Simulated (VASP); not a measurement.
# TiGe2Au: the relaxed cell at several levels, part 2 of 3

How much does the cell of TiGe2Au depend on the functional? The cell is invented: it takes the structure of COD entry 1509562, Ti3Ag (space group 123 there), with some of its atoms replaced by other elements, volume scaled by an estimate. It may not be a known or stable phase. LASPH is on for some levels and off for others; the table marks which.

VASP 6.6.1, plane waves and PAW; the level of theory is named at each step.

Still holding for the runs below: This run has no spin polarisation. Its electron count is odd, so without a moment it is a metal by construction. The k-mesh is coarse for a metal.

So far. Step 2 (Relaxation with PBE): It ends with forces that vanish by symmetry and a pressure of 0.03 GPa. The conventional cell has a = 4.279 and c = 3.678 Å.

### Step 3. Relaxation with LDA

This step: LDA; plane waves and PAW (Au, Ge_d, Ti_sv); invented cell (VASP 6.6.1).

LDA, the lowest rung, knows the local density alone.

File INCAR:

```
SYSTEM = TiGe2Au
PREC = Accurate
ENCUT = 520
EDIFF = 1E-06
NELM = 100
ISMEAR = -1
SIGMA = 0.05
LREAL = .FALSE.
ALGO = Normal
GGA = CA
LORBIT = 11
LWAVE = .FALSE.
LCHARG = .FALSE.
KPAR = 2
IBRION = 2
NSW = 60
ISIF = 3
EDIFFG = -0.01
```

File POSCAR:

```
TiGe2Au
1.0
    4.0823900000      0.0000000000      0.0000000000
    0.0000000000      4.0823900000      0.0000000000
    0.0000000000      0.0000000000      3.8513110000
Au Ge Ti
1 2 1
Direct
    0.0000000000      0.0000000000      0.0000000000
    0.0000000000      0.5000000000      0.5000000000
    0.5000000000      0.0000000000      0.5000000000
    0.5000000000      0.5000000000      0.0000000000
```

File KPOINTS:

```
Automatic mesh
0
Gamma
7 7 7
0 0 0
```

Potentials, in the order of the species: Au, Ge_d and Ti_sv (PBE family, release 64).

Run with:

```console
$ mpirun -np 2 vasp_std
```

Log:

```text
[banner, memory and clock lines left out]
running    2 mpi-ranks, on    1 nodes
 distrk:  each k-point on    1 cores,    2 groups
 distr:  one band on    1 cores,    1 groups

 POSCAR found type information on POSCAR AuGeTi
 POSCAR found :  3 types and       4 ions
|                                                                             |
|               ----> ADVICE to this user running VASP <----                  |
|                                                                             |
|     You enforced a specific xc type in the INCAR file but a different       |
|     [... a line on the potential file left out ...]
|     I HOPE YOU KNOW WHAT YOU ARE DOING!                                     |
|                                                                             |

 LDA part: xc-table for (Slater(with rela. corr.)+CA(PZ))
 , standard interpolation
 POSCAR, INCAR and KPOINTS ok, starting setup
 FFT: planning ... GRIDC
 FFT: planning ... GRID_SOFT
 FFT: planning ... GRID
 WAVECAR not read
 entering main loop
       N       E                     dE             d eps       ncg     rms          rms(c)
DAV:   1     0.525435739338E+03    0.52544E+03   -0.24915E+04  2924   0.413E+03
DAV:   2     0.584231491072E+02   -0.46701E+03   -0.45493E+03  2416   0.852E+02
DAV:   3    -0.217142249951E+02   -0.80137E+02   -0.78601E+02  3334   0.217E+02
DAV:   4    -0.274971050651E+02   -0.57829E+01   -0.56983E+01  3464   0.569E+01
DAV:   5    -0.277434117052E+02   -0.24631E+00   -0.24615E+00  3082   0.106E+01    0.147E+01
DAV:   6    -0.254449261186E+02    0.22985E+01   -0.29904E+01  3266   0.310E+01    0.848E+00
DAV:   7    -0.249996778556E+02    0.44525E+00   -0.16389E+01  3000   0.218E+01    0.771E+00
DAV:   8    -0.246136136532E+02    0.38606E+00   -0.11276E+00  2576   0.688E+00    0.355E+00
DAV:   9    -0.245921049775E+02    0.21509E-01   -0.10051E+00  3362   0.461E+00    0.153E+00
DAV:  10    -0.245620301977E+02    0.30075E-01   -0.11233E-01  2898   0.213E+00    0.648E-01
DAV:  11    -0.245599460515E+02    0.20841E-02   -0.78915E-03  3312   0.755E-01    0.371E-01
DAV:  12    -0.245579467329E+02    0.19993E-02   -0.10464E-02  3224   0.528E-01    0.308E-02
DAV:  13    -0.245579672222E+02   -0.20489E-04   -0.29372E-04  3104   0.115E-01    0.166E-02
DAV:  14    -0.245579661610E+02    0.10612E-05   -0.16660E-05  3080   0.211E-02    0.572E-03
DAV:  15    -0.245579661756E+02   -0.14544E-07   -0.98024E-07  1722   0.722E-03
   1 F= -.24557966E+02 E0= -.24547733E+02  d E =-.245580E+02
 curvature:   0.00 expect dE= 0.000E+00 dE for cont linesearch  0.000E+00
 trial: gam= 0.00000 g(F)=  0.000E+00 g(S)=  0.136E+00 ort = 0.000E+00 (trialstep = 0.100E+01)
 search vector abs. value=  0.136E+00
 bond charge predicted
       N       E                     dE             d eps       ncg     rms          rms(c)
DAV:   1    -0.255650124600E+02   -0.10070E+01   -0.24081E+01  2676   0.514E+01    0.639E+00
DAV:   2    -0.249199877957E+02    0.64502E+00   -0.24761E+00  3042   0.157E+01    0.324E+00
DAV:   3    -0.247662708293E+02    0.15372E+00   -0.90055E-01  3692   0.694E+00    0.269E+00
DAV:   4    -0.246614530355E+02    0.10482E+00   -0.44502E-01  3598   0.462E+00    0.732E-01
DAV:   5    -0.246539364607E+02    0.75166E-02   -0.41086E-02  3426   0.161E+00    0.355E-01
DAV:   6    -0.246539350570E+02    0.14037E-05   -0.70552E-03  3358   0.907E-01    0.131E-01
DAV:   7    -0.246538961900E+02    0.38867E-04   -0.10641E-03  3136   0.282E-01    0.356E-02
DAV:   8    -0.246538743993E+02    0.21791E-04   -0.20401E-04  3120   0.192E-01    0.279E-02
DAV:   9    -0.246538729272E+02    0.14720E-05   -0.14427E-05  3070   0.366E-02    0.737E-03
DAV:  10    -0.246538726768E+02    0.25047E-06   -0.22514E-06  2058   0.161E-02
   2 F= -.24653873E+02 E0= -.24645358E+02  d E =-.959065E-01
[...]
3 F= -.24666044E+02 E0= -.24657332E+02  d E =-.108078E+00
[...]
4 F= -.24689587E+02 E0= -.24679573E+02  d E =-.235428E-01
[...]
5 F= -.24694234E+02 E0= -.24684458E+02  d E =-.281897E-01
[...]
6 F= -.24694648E+02 E0= -.24684830E+02  d E =-.413646E-03
[...]
7 F= -.24694589E+02 E0= -.24684758E+02  d E =-.355109E-03
[...]
8 F= -.24694635E+02 E0= -.24684810E+02  d E =-.400548E-03
 curvature:  -0.64 expect dE=-0.734E-04 dE for cont linesearch -0.199E-04
 ZBRENT: bisectioning
 opt :   1.1401  next Energy=   -24.694658 (dE=-0.424E-03)
 bond charge predicted
       N       E                     dE             d eps       ncg     rms          rms(c)
DAV:   1    -0.246947520680E+02   -0.11750E-03   -0.29545E-03  2658   0.575E-01    0.696E-02
DAV:   2    -0.246946785117E+02    0.73556E-04   -0.30387E-04  3052   0.193E-01    0.352E-02
DAV:   3    -0.246946613350E+02    0.17177E-04   -0.12787E-04  3428   0.845E-02    0.317E-02
DAV:   4    -0.246946469783E+02    0.14357E-04   -0.60194E-05  3584   0.553E-02    0.812E-03
DAV:   5    -0.246946460857E+02    0.89254E-06   -0.52662E-06  2670   0.172E-02
   9 F= -.24694646E+02 E0= -.24684826E+02  d E =-.412102E-03
 curvature:  -0.75 expect dE=-0.418E-05 dE for cont linesearch -0.174E-08
 trial: gam=-0.04466 g(F)=  0.145E-62 g(S)=  0.558E-05 ort =-0.172E-05 (trialstep = 0.105E+01)
 search vector abs. value=  0.827E-05
 reached required accuracy - stopping structural energy minimisation
```

Elapsed: 2 min, on 2 MPI ranks of AMD EPYC 9R14 (Zen 4), shared host; peak memory 0.37 GiB.

Parts of OUTCAR (step 3):

```text
The static configuration has the point symmetry D_4h.

 Found     40 irreducible k-points:

   NELECT =      51.0000    total number of electrons

 E-fermi :   9.5129

 k-point     1 :       0.0000    0.0000    0.0000
  band No.  band energies     occupation
    ...
     21       5.9034      2.00000
     22       5.9034      2.00000
     23       6.7919      2.00000
     24       7.1537      2.00000
     25       8.5840      2.00000
     26      10.1758      0.00000
     27      10.1758      0.00000
     28      10.9025      0.00000
     29      11.4147      0.00000
     30      12.9481      0.00000

 k-point     2 :       0.1429    0.0000    0.0000
  band No.  band energies     occupation
    ...
     21       4.9088      2.00000
     22       6.0406      2.00000
     23       6.9620      2.00000
     24       8.1666      2.00000
     25       8.4634      2.00000
     26      10.1492      0.00001
     27      10.4639      0.00000
     28      10.6894      0.00000
     29      11.0592      0.00000
     30      12.0541      0.00000

  Total       -0.0148087     -0.0148087     -0.0049161      0.0000000     -0.0000000      0.0000000
  in kB       -0.3774566     -0.3774566     -0.1253047      0.0000000     -0.0000000      0.0000000
  external PRESSURE =      -0.2934060 kB  Pullay stress =       0.0000000 kB

  energy-cutoff  :      520.00
  volume of cell :       62.86
      direct lattice vectors                 reciprocal lattice vectors
     4.194531545  0.000000000  0.000000000     0.238405645  0.000000000  0.000000000
     0.000000000  4.194531545 -0.000000000     0.000000000  0.238405645 -0.000000000
     0.000000000  0.000000000  3.572685971     0.000000000  0.000000000  0.279901455

 POSITION                                       TOTAL-FORCE (eV/Angst)
 -----------------------------------------------------------------------------------
      0.00000      0.00000      0.00000         0.000000      0.000000      0.000000
      0.00000      2.09727      1.78634         0.000000      0.000000      0.000000
      2.09727      0.00000      1.78634         0.000000      0.000000      0.000000
      2.09727      2.09727     -0.00000         0.000000     -0.000000      0.000000
 -----------------------------------------------------------------------------------
    total drift:                                0.000000      0.000000     -0.000000

  FREE ENERGIE OF THE ION-ELECTRON SYSTEM (eV)
  ---------------------------------------------------
  free  energy   TOTEN  =       -24.6946460857 eV

  energy  without entropy=      -24.6750057823  energy(sigma->0) =      -24.68482593

 total charge
# of ion       s       p       d       tot
------------------------------------------
    1        0.668   0.485   8.671   9.824
    2        1.181   1.134  10.061  12.376
    3        1.181   1.134  10.061  12.376
    4        2.146   6.098   2.032  10.276
--------------------------------------------------
tot          5.176   8.852  30.823  44.852

[... 8 parts as in an earlier step ...]

[... 5 further parts left out ...]
```

CONTCAR:

```
TiGe2Au
   1.00000000000000
     4.1945315454157148    0.0000000000000000    0.0000000000000000
     0.0000000000000000    4.1945315454157148   -0.0000000000000000
     0.0000000000000000    0.0000000000000000    3.5726859714938919
  Au              Ge              Ti
     1     2     1
Direct
     0.0000000000000000    0.0000000000000000    0.0000000000000000
     0.0000000000000000    0.5000000000000000    0.5000000000000000
     0.5000000000000000    0.0000000000000000    0.5000000000000000
     0.5000000000000000    0.5000000000000000    0.0000000000000000
```

The PAW data sets were made with PBE, though LDA sets exist; this is a small mismatch.

Step by step:

| step | energy less that of the first step (eV) | largest force (eV/Å) | pressure (GPa) | volume (Å³) |
| --- | --- | --- | --- | --- |
| 1 | 0.0000 | 0.0000 | -1.94 | 64.19 |
| 2 | -0.0959 | 0.0000 | 1.49 | 62.36 |
| 3 | -0.1081 | 0.0000 | 3.36 | 61.54 |
| 4 | -0.1316 | 0.0000 | -1.74 | 63.68 |
| 5 | -0.1363 | 0.0000 | -0.32 | 63.03 |
| 6 | -0.1367 | 0.0000 | -0.21 | 62.88 |
| 7 | -0.1366 | 0.0000 | 0.06 | 62.81 |
| 8 | -0.1367 | 0.0000 | 0.14 | 62.84 |
| 9 | -0.1367 | 0.0000 | -0.03 | 62.86 |

| conventional cell, symmetrised | before | after | change |
| --- | --- | --- | --- |
| a (Å) | 4.082 | 4.195 | +2.7 % |
| b (Å) | 4.082 | 4.195 | +2.7 % |
| c (Å) | 3.851 | 3.573 | -7.2 % |
| volume (Å³/atom) | 16.05 | 15.71 | -2.1 % |

The relaxed structure:

```xyz
4
Lattice="4.1945 0.0000 0.0000 0.0000 4.1945 0.0000 0.0000 0.0000 3.5727" Properties=species:S:1:pos:R:3 pbc="T T T"
Au    0.0000    0.0000    0.0000
Ge    0.0000    2.0973    1.7863
Ge    2.0973    0.0000    1.7863
Ti    2.0973    2.0973    0.0000
```

Numbers from this step:

```yaml
free_energy_toten: -24.69 eV
energy_at_zero_smearing: -24.68 eV
fermi_energy: 9.513 eV
pressure: -0.02934 GPa
scf_cycles_over_all_ionic_steps: 78
```

It ends at 15.71 Å³/atom, -2.1 % from the start, with -0.03 GPa left. The conventional cell has a = 4.195 and c = 3.573 Å.

### Step 4. Relaxation with PBEsol

This step: PBEsol; plane waves and PAW (Au, Ge_d, Ti_sv); invented cell (VASP 6.6.1).

PBEsol restores the gradient expansion of exchange and is tuned for the cells of solids.

Edit INCAR of step 3 so:

```diff
@@ -9,3 +9,3 @@
 ALGO = Normal
-GGA = CA
+GGA = PS
 LORBIT = 11
```

POSCAR is that of step 3.

KPOINTS is that of step 3.

Run with:

```console
$ mpirun -np 2 vasp_std
```

Log:

```text
[banner, memory and clock lines left out]
running    2 mpi-ranks, on    1 nodes
[...]
[... a notice as in an earlier step ...]

 LDA part: xc-table for (Slater+PW92), standard interpolation
 POSCAR, INCAR and KPOINTS ok, starting setup
[...]
entering main loop
       N       E                     dE             d eps       ncg     rms          rms(c)
DAV:   1     0.526628483929E+03    0.52663E+03   -0.24931E+04  2924   0.414E+03
DAV:   2     0.595982944270E+02   -0.46703E+03   -0.45479E+03  2416   0.853E+02
DAV:   3    -0.201705174841E+02   -0.79769E+02   -0.78279E+02  3332   0.217E+02
DAV:   4    -0.259579194848E+02   -0.57874E+01   -0.57069E+01  3434   0.568E+01
[...]
DAV:  13    -0.231910916803E+02   -0.16108E-04   -0.22685E-04  3032   0.107E-01    0.150E-02
DAV:  14    -0.231910925704E+02   -0.89012E-06   -0.13484E-05  2902   0.193E-02    0.460E-03
DAV:  15    -0.231910930894E+02   -0.51894E-06   -0.58122E-07  1632   0.708E-03
   1 F= -.23191093E+02 E0= -.23180918E+02  d E =-.231911E+02
[... from here on, the cycles between the ionic steps are left out ...]
   2 F= -.23275217E+02 E0= -.23266597E+02  d E =-.841238E-01
   3 F= -.23292899E+02 E0= -.23283672E+02  d E =-.101806E+00
   4 F= -.23305082E+02 E0= -.23295322E+02  d E =-.121834E-01
   5 F= -.23310901E+02 E0= -.23301217E+02  d E =-.180019E-01
   6 F= -.23311836E+02 E0= -.23302029E+02  d E =-.935720E-03
   7 F= -.23311811E+02 E0= -.23301943E+02  d E =-.910697E-03
   8 F= -.23311916E+02 E0= -.23302070E+02  d E =-.101539E-02
[...]
reached required accuracy - stopping structural energy minimisation
```

Elapsed: 1.9 min, on 2 MPI ranks; peak memory 0.4 GiB.

OUTCAR, selected parts (step 4):

```text
  Total       -0.0283605     -0.0283605     -0.0202187      0.0000000      0.0000000      0.0000000
  in kB       -0.7055973     -0.7055973     -0.5030320      0.0000000      0.0000000      0.0000000
  external PRESSURE =      -0.6380755 kB  Pullay stress =       0.0000000 kB

 POSITION                                       TOTAL-FORCE (eV/Angst)
 -----------------------------------------------------------------------------------
      0.00000      0.00000      0.00000         0.000000      0.000000      0.000000
      0.00000      2.11180      1.80499         0.000000      0.000000      0.000000
      2.11180      0.00000      1.80499         0.000000      0.000000      0.000000
      2.11180      2.11180      0.00000         0.000000     -0.000000      0.000000
 -----------------------------------------------------------------------------------
    total drift:                                0.000000      0.000000     -0.000000

  FREE ENERGIE OF THE ION-ELECTRON SYSTEM (eV)
  ---------------------------------------------------
  free  energy   TOTEN  =       -23.3119160700 eV

  energy  without entropy=      -23.2922245011  energy(sigma->0) =      -23.30207029

[... 2 parts as in an earlier step ...]

[... 2 further parts left out ...]
[key lines of the parts left out:]
E-fermi :   9.3579
```

The PAW data sets were made with PBE, which is usual practice but a small mismatch for other functionals.

Step by step:

| step | energy less that of the first step (eV) | largest force (eV/Å) | pressure (GPa) | volume (Å³) |
| --- | --- | --- | --- | --- |
| 1 | 0.0000 | 0.0000 | 1.14 | 64.19 |
| 2 | -0.0841 | 0.0000 | -1.38 | 65.21 |
| 3 | -0.1018 | 0.0000 | -2.59 | 65.78 |
| 4 | -0.1140 | 0.0000 | 2.13 | 63.36 |
| 5 | -0.1198 | 0.0000 | 0.35 | 64.23 |
| 6 | -0.1207 | 0.0000 | 0.18 | 64.34 |
| 7 | -0.1207 | 0.0000 | -0.05 | 64.44 |
| 8 | -0.1208 | 0.0000 | -0.06 | 64.40 |

| conventional cell, symmetrised | before | after | change |
| --- | --- | --- | --- |
| a (Å) | 4.082 | 4.224 | +3.5 % |
| b (Å) | 4.082 | 4.224 | +3.5 % |
| c (Å) | 3.851 | 3.610 | -6.3 % |
| volume (Å³/atom) | 16.05 | 16.10 | +0.3 % |

Final coordinates:

```xyz
4
Lattice="4.2236 0.0000 0.0000 0.0000 4.2236 0.0000 0.0000 0.0000 3.6100" Properties=species:S:1:pos:R:3 pbc="T T T"
Au    0.0000    0.0000    0.0000
Ge    0.0000    2.1118    1.8050
Ge    2.1118    0.0000    1.8050
Ti    2.1118    2.1118    0.0000
```

It ends at 16.10 Å³/atom, +0.3 % from the start, with -0.06 GPa left. The conventional cell has a = 4.224 and c = 3.610 Å.

### Step 5. Relaxation with r2SCAN

This step: r2SCAN; plane waves and PAW (Au, Ge_d, Ti_sv); invented cell (VASP 6.6.1).

r2SCAN adds the kinetic-energy density, costs more than a GGA and is run with LASPH.

Edit INCAR of step 4 so:

```diff
@@ -9,3 +9,4 @@
 ALGO = Normal
-GGA = PS
+METAGGA = R2SCAN
+LASPH = .TRUE.
 LORBIT = 11
```

POSCAR is that of step 4.

KPOINTS is that of step 4.

Run with:

```console
$ mpirun -np 2 vasp_std
```

Log:

```text
[banner, memory and clock lines left out]
running    2 mpi-ranks, on    1 nodes
[...]
[... a notice as in an earlier step ...]

 LDA part: xc-table for (None), standard interpolation
 POSCAR, INCAR and KPOINTS ok, starting setup
[...]
entering main loop
       N       E                     dE             d eps       ncg     rms          rms(c)
DAV:   1     0.469312555797E+03    0.46931E+03   -0.25587E+04  2932   0.426E+03
DAV:   2    -0.146604085168E+02   -0.48397E+03   -0.47157E+03  2424   0.881E+02
DAV:   3    -0.972027209390E+02   -0.82542E+02   -0.81053E+02  3330   0.223E+02
DAV:   4    -0.103580999086E+03   -0.63783E+01   -0.62956E+01  3550   0.594E+01
[...]
DAV:  15    -0.918341258290E+02    0.28587E-05   -0.60961E-06  2874   0.188E-02    0.358E-03
DAV:  16    -0.918341275800E+02   -0.17510E-05   -0.34310E-07  1332   0.489E-03    0.114E-03
DAV:  17    -0.918341280420E+02   -0.46199E-06   -0.10913E-07  1308   0.337E-03
   1 F= -.91834128E+02 E0= -.91824221E+02  d E =-.918341E+02
[... from here on, the cycles between the ionic steps are left out ...]
   2 F= -.91916239E+02 E0= -.91907491E+02  d E =-.821112E-01
   3 F= -.91918268E+02 E0= -.91909353E+02  d E =-.841397E-01
   4 F= -.91962973E+02 E0= -.91954473E+02  d E =-.447056E-01
   5 F= -.91964956E+02 E0= -.91956114E+02  d E =-.466878E-01
   6 F= -.91964994E+02 E0= -.91956096E+02  d E =-.467263E-01
   7 F= -.91964984E+02 E0= -.91956039E+02  d E =-.467164E-01
   8 F= -.91965005E+02 E0= -.91956101E+02  d E =-.208977E-04
 trial-energy change:   -0.000021  1 .order   -0.000031   -0.000048   -0.000014
 step:   1.4489(harm=  1.4489)  dis= 0.00000  next Energy=   -91.965018 (dE=-0.337E-04)
 reached required accuracy - stopping structural energy minimisation
```

It took 9.6 min on 2 MPI ranks; peak memory 0.42 GiB.

From OUTCAR (step 5):

```text
  Total       -0.0105910     -0.0105910      0.0197073      0.0000000      0.0000000      0.0000000
  in kB       -0.2578890     -0.2578890      0.4798692      0.0000000      0.0000000      0.0000000
  external PRESSURE =      -0.0119696 kB  Pullay stress =       0.0000000 kB

 POSITION                                       TOTAL-FORCE (eV/Angst)
 -----------------------------------------------------------------------------------
      0.00000      4.24039      3.65936         0.000000     -0.000000      0.000000
      0.00000      2.12019      1.82968         0.000000     -0.000000      0.000000
      2.12019      4.24039      1.82968         0.000000     -0.000000      0.000000
      2.12019      2.12019     -0.00000         0.000000      0.000000      0.000000
 -----------------------------------------------------------------------------------
    total drift:                                0.000000      0.000000     -0.000000

  FREE ENERGIE OF THE ION-ELECTRON SYSTEM (eV)
  ---------------------------------------------------
  free  energy   TOTEN  =       -91.9650050085 eV

  energy  without entropy=      -91.9471963437  energy(sigma->0) =      -91.95610068

[... 2 parts as in an earlier step ...]

[... 2 further parts left out ...]
[key lines of the parts left out:]
E-fermi :   9.1954
```

The steps of the relaxation:

| step | energy less that of the first step (eV) | largest force (eV/Å) | pressure (GPa) | volume (Å³) |
| --- | --- | --- | --- | --- |
| 1 | 0.0000 | 0.0000 | 3.95 | 64.19 |
| 2 | -0.0821 | 0.0000 | -3.41 | 67.89 |
| 3 | -0.0841 | 0.0000 | -2.52 | 67.36 |
| 4 | -0.1288 | 0.0000 | -0.67 | 66.20 |
| 5 | -0.1308 | 0.0000 | -0.16 | 65.93 |
| 6 | -0.1309 | 0.0000 | -0.11 | 65.89 |
| 7 | -0.1309 | 0.0000 | -0.06 | 65.86 |
| 8 | -0.1309 | 0.0000 | 0.00 | 65.80 |

| conventional cell, symmetrised | before | after | change |
| --- | --- | --- | --- |
| a (Å) | 4.082 | 4.240 | +3.9 % |
| b (Å) | 4.082 | 4.240 | +3.9 % |
| c (Å) | 3.851 | 3.659 | -5.0 % |
| volume (Å³/atom) | 16.05 | 16.45 | +2.5 % |

The relaxed structure:

```cif
data_structure
_symmetry_space_group_name_H-M 'P 1'
_symmetry_Int_Tables_number 1
_cell_length_a 4.2404
_cell_length_b 4.2404
_cell_length_c 3.6594
_cell_angle_alpha 90.000
_cell_angle_beta 90.000
_cell_angle_gamma 90.000
_cell_volume 65.80
loop_
_atom_site_label
_atom_site_type_symbol
_atom_site_fract_x
_atom_site_fract_y
_atom_site_fract_z
_atom_site_occupancy
Au1 Au 0.00000 0.00000 0.00000 1
Ge2 Ge 0.00000 0.50000 0.50000 1
Ge3 Ge 0.50000 0.00000 0.50000 1
Ti4 Ti 0.50000 0.50000 0.00000 1
```

It ends at 16.45 Å³/atom, +2.5 % from the start, with 0.00 GPa left. The conventional cell has a = 4.240 and c = 3.659 Å.

(Continued in part 3 of 3.)

[Lines on the potential files, build, host, timing and source positions are cut from VASP's logs without a mark.]

[Logs are printed without paths, hosts, clocks, repeated set-up lines and the standing remarks that a program may print on its own settings, such as how far it seeks lower states.]

[Hosts, paths, dates, database ids (printed as entryN), source tags and the programs' standing remarks are cut or masked in the printed files.]

[A measured line is paired with the nearest computed mode of its activity, which favours agreement.]
